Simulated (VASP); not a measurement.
Input:

```xyz
2
Lattice="0.0000 2.9034 2.9034 2.9034 0.0000 2.9034 2.9034 2.9034 0.0000" Properties=species:S:1:pos:R:3 pbc="T T T"
Cd     0.0000     0.0000     0.0000
S      1.4517     1.4517     1.4517
```

These are PBE GGA with D3 dispersion (zero damping), VASP's PBE PAW potentials (set 64) (plane waves; VASP) values and carry that method's errors. Settings: 520 eV cut-off, 8×8×8 Γ-centred mesh, Gaussian smearing of 0.050 eV, potentials Cd S.

Problem. Give the stress tensor in GPa (positive for a compressed cell).

Solution. 
```
1.97  0.00  0.00
0.00  1.97  0.00
0.00  0.00  1.97
```
The pressure is its mean diagonal, 1.97 GPa.

The compound is CdS in the zinc blende structure, a metastable form; wurtzite is the usual one. This cell is one point of a volume scan, at 0.97 of the reference volume.
